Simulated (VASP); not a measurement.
InAs, 2 atoms in the cell. Symmetry: F-43m, No. 216, cubic system. The conventional cell has a = 6.339 Å, b = 6.339 Å, c = 6.339 Å, α = 90.00°, β = 90.00°, γ = 90.00°. In (site symmetry -43m) has 4 As at 2.74 Å as nearest neighbours. As (site symmetry -43m) is surrounded by 4 In at 2.74 Å.  The cell isn't the ideal one: a relaxed cell with its volume scaled by 1.06.

```yaml
Program: VASP 6.6.1
Task: relaxation of the atoms
Functional: PBE
Potentials_or_basis: VASP PAW PBE potentials, release 64 (In, As)
Cutoff: 300 eV
k_mesh: 5 × 5 × 5
Occupations: gaussian, width 0.03 eV
Spin: no spin polarisation
Further_INCAR_settings: ALGO = Normal; EDIFF = 1e-07; IBRION = 2; EDIFFG = -0.01; NSW = 40
```

Potentials or basis: VASP PAW PBE potentials, release 64 (In, As).

Launch:

```sh
$ cat potpaw_PBE.64/In/POTCAR potpaw_PBE.64/As/POTCAR > POTCAR
$ mpirun -np 1 vasp_std > vasp.out
```

Hardware: 1 thread of Intel(R) Xeon(R) Platinum 8259CL CPU @ 2.50GHz (Skylake/Cascade Lake), with other jobs on the host.

Estimate the wall time of this run.

It took 8.5 s on 1 thread of Intel(R) Xeon(R) Platinum 8259CL CPU @ 2.50GHz (Skylake/Cascade Lake), with other jobs on the host, peak memory 0.15 GiB. Counts: scf iterations 16, k points 10, ion steps 1.
